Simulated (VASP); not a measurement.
MgTe (wurtzite), at 1.04 of the tabulated volume:

```yaml
crystal:
  lattice:
    - [2.30494, -3.99227, 0.00000]
    - [2.30494, 3.99227, 0.00000]
    - [0.00000, 0.00000, 7.48725]
  atoms:
    - { symbol: Mg, position: [0.66667, 0.33333, 0.50000] }
    - { symbol: Mg, position: [0.33333, 0.66667, 0.00000] }
    - { symbol: Te, position: [0.66667, 0.33333, 0.87600] }
    - { symbol: Te, position: [0.33333, 0.66667, 0.37600] }
```

The lowest empty band near Γ, direction in plane, from mBJ (TB09) with spin-orbit coupling in VASP (PAW); its two spin partners are averaged. The gap over the points computed is 3.18 eV, and the next band on that side lies 0.33 eV away at the edge.

Numerical set-up: 400 eV cut-off, 6×6×4 Γ-centred mesh, Gaussian smearing of 0.050 eV, potentials Mg Te.

```json
[
 {"distance from the edge in k (1/Å)": "0.018", "distance in energy (meV)": "5.2"},
 {"distance from the edge in k (1/Å)": "0.025", "distance in energy (meV)": "10.1"},
 {"distance from the edge in k (1/Å)": "0.035", "distance in energy (meV)": "19.6"},
 {"distance from the edge in k (1/Å)": "0.050", "distance in energy (meV)": "39.8"},
 {"distance from the edge in k (1/Å)": "0.070", "distance in energy (meV)": "76.8"}
]
```

Problem. Fit E(1 + αE) = ħ²k²/2m* (ħ²/2m0 = 3.810 eV Å²) and predict the row at 0.095 1/Å.

Solution. Least squares on the energies gives the electron mass m* = 0.236 m0 and α = 0.41 per eV, and so 138.1 meV. The run gave 137.8 meV, -0.3 meV from the fit.

Left out are points under 3 meV from the edge, since the levels carry 0.1 meV, and points farther than half the way to the next band.

The compound is MgTe in the wurtzite structure. The cell was not relaxed at this level.
